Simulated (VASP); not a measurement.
Level of theory: LDA (Ceperley-Alder, Perdew-Zunger), VASP's LDA PAW potentials (set 64) (plane waves; VASP).

A VASP calculation is set up with these files.

**INCAR**
```
# general
SYSTEM  = Mo
PREC    = Accurate
ENCUT   = 500
LREAL   = .FALSE.
LASPH   = .TRUE.

# electronic loop
EDIFF   = 1E-6
NELM    = 100
ALGO    = Normal
LMAXMIX = 4

# smearing
ISMEAR  = 1
SIGMA   = 0.1

# ions
IBRION  = 2
NSW     = 40
ISIF    = 3
EDIFFG  = -0.02
PSTRESS = 300

# output
LWAVE   = .FALSE.
LCHARG  = .FALSE.
```

File KPOINTS:
```
Automatic mesh
0
Gamma
17 17 17
0 0 0
```

### POSCAR
```
Mo
1.0
 -1.5273391656   1.5273391656   1.5273391656
  1.5273391656  -1.5273391656   1.5273391656
  1.5273391656   1.5273391656  -1.5273391656
Mo
1
Cartesian
  0.0000000000   0.0000000000   0.0000000000
```

POTCAR, in this order: Mo_sv (LDA.64 set). Program: vasp_std.

Output of the run:

**OSZICAR**
```
       N       E                     dE             d eps       ncg     rms          rms(c)
DAV:   1     0.936536833346E+02    0.93654E+02   -0.79995E+03  3662   0.128E+03
DAV:   2    -0.113526027192E+02   -0.10501E+03   -0.10115E+03  3801   0.352E+02
DAV:   3    -0.127392664413E+02   -0.13867E+01   -0.13742E+01  4194   0.417E+01
DAV:   4    -0.127429812642E+02   -0.37148E-02   -0.37145E-02  4008   0.249E+00
DAV:   5    -0.127430017859E+02   -0.20522E-04   -0.20520E-04  4191   0.181E-01    0.193E+01
DAV:   6    -0.121803055539E+02    0.56270E+00   -0.90226E-01  3873   0.121E+01    0.576E+00
DAV:   7    -0.120863013412E+02    0.94004E-01   -0.20597E-01  4160   0.532E+00    0.810E-01
DAV:   8    -0.120796974049E+02    0.66039E-02   -0.49894E-03  3800   0.100E+00    0.214E-01
DAV:   9    -0.120797013562E+02   -0.39513E-05   -0.11327E-04  4359   0.145E-01    0.933E-02
DAV:  10    -0.120797143563E+02   -0.13000E-04   -0.10400E-05  3983   0.422E-02    0.162E-03
DAV:  11    -0.120797143380E+02    0.18232E-07   -0.16292E-07  2292   0.607E-03
   1 F= -.94111534E+01 E0= -.94112390E+01  d E =-.941115E+01
       N       E                     dE             d eps       ncg     rms          rms(c)
DAV:   1    -0.143514345943E+02   -0.22717E+01   -0.74629E+01  3756   0.127E+02    0.331E+01
DAV:   2    -0.118100206915E+02    0.25414E+01   -0.48192E+00  3642   0.317E+01    0.398E+00
DAV:   3    -0.115271220763E+02    0.28290E+00   -0.96646E-01  3826   0.135E+01    0.574E+00
DAV:   4    -0.115515558394E+02   -0.24434E-01   -0.23716E-02  3891   0.195E+00    0.124E+00
DAV:   5    -0.115531609151E+02   -0.16051E-02   -0.56973E-03  3889   0.994E-01    0.150E-01
DAV:   6    -0.115531318839E+02    0.29031E-04   -0.57313E-05  3960   0.989E-02    0.949E-03
DAV:   7    -0.115531308150E+02    0.10689E-05   -0.31786E-06  3980   0.229E-02    0.366E-03
DAV:   8    -0.115531307989E+02    0.16149E-07   -0.49309E-08  1917   0.310E-03
   2 F= -.92148255E+01 E0= -.92150116E+01  d E =0.196328E+00
       N       E                     dE             d eps       ncg     rms          rms(c)
DAV:   1    -0.139359257703E+02   -0.23828E+01   -0.52177E+01  3732   0.110E+02    0.157E+01
DAV:   2    -0.121193900577E+02    0.18165E+01   -0.41557E+00  3678   0.270E+01    0.456E+00
DAV:   3    -0.120038252948E+02    0.11556E+00   -0.63878E-01  3850   0.105E+01    0.172E+00
DAV:   4    -0.120147306376E+02   -0.10905E-01   -0.44669E-03  3891   0.895E-01    0.110E+00
DAV:   5    -0.120253439274E+02   -0.10613E-01   -0.49518E-03  3836   0.707E-01    0.420E-02
DAV:   6    -0.120253365471E+02    0.73802E-05   -0.37962E-05  4050   0.744E-02    0.175E-02
DAV:   7    -0.120253322794E+02    0.42678E-05   -0.50842E-06  3783   0.270E-02    0.334E-03
DAV:   8    -0.120253322729E+02    0.65072E-08   -0.50528E-08  2022   0.283E-03
   3 F= -.94227676E+01 E0= -.94227008E+01  d E =-.116142E-01
       N       E                     dE             d eps       ncg     rms          rms(c)
DAV:   1    -0.120233622786E+02    0.19700E-02   -0.29039E-03  3780   0.802E-01    0.152E-01
DAV:   2    -0.120232579088E+02    0.10437E-03   -0.21791E-04  3762   0.202E-01    0.226E-02
DAV:   3    -0.120232503655E+02    0.75433E-05   -0.33698E-05  3874   0.769E-02    0.226E-02
DAV:   4    -0.120232516112E+02   -0.12457E-05   -0.66842E-07  2665   0.961E-03    0.932E-04
DAV:   5    -0.120232516088E+02    0.24118E-08   -0.77538E-08  1815   0.384E-03
   4 F= -.94227819E+01 E0= -.94227121E+01  d E =-.116285E-01
```

**OUTCAR**
```
------------------------ aborting loop because EDIFF is reached ----------------------------------------
  FORCE on cell =-STRESS in cart. coord.  units (eV):
  Direction    XX          YY          ZZ          XY          YZ          ZX
  --------------------------------------------------------------------------------------
  Total        2.5966268      2.5966268      2.5966268      0.0000000      0.0000000      0.0000000
  in kB      299.5566600    299.5566600    299.5566600      0.0000000      0.0000000      0.0000000
  external PRESSURE =      -0.4433400 kB  Pullay stress =     300.0000000 kB
  volume of cell :       13.89
      direct lattice vectors                 reciprocal lattice vectors
    -1.514236515  1.514236515  1.514236515     0.000000000  0.330199408  0.330199408
     1.514236515 -1.514236515  1.514236515     0.330199408  0.000000000  0.330199408
     1.514236515  1.514236515 -1.514236515     0.330199408  0.330199408  0.000000000
 POSITION                                       TOTAL-FORCE (eV/Angst)
 -----------------------------------------------------------------------------------
      0.00000      0.00000      0.00000        -0.000000      0.000000     -0.000000
 -----------------------------------------------------------------------------------
    total drift:                                0.000000     -0.000000      0.000000
  FREE ENERGIE OF THE ION-ELECTRON SYSTEM (eV)
  ---------------------------------------------------
  free  energy   TOTEN  =       -12.0232516088 eV

  energy  without entropy=      -12.0230422727  energy(sigma->0) =      -12.02318183
  enthalpy is  TOTEN    =        -9.4227818503 eV   P V=        2.6004697585

 reached required accuracy - stopping structural energy minimisation
```
(Selected blocks of OUTCAR.)

File CONTCAR:
```
Mo
   1.00000000000000
    -1.5142365146663541    1.5142365146663541    1.5142365146663541
     1.5142365146663541   -1.5142365146663541    1.5142365146663541
     1.5142365146663541    1.5142365146663541   -1.5142365146663541
  Mo
     1
Direct
     0.0000000000000000    0.0000000000000000    0.0000000000000000
```

Energy and stress use the plane-wave basis of the starting cell.

The compound is Mo in the bcc structure. This run relaxes it under an external pressure of 30 GPa. Symmetry was kept, so distortions that lower it aren't found.
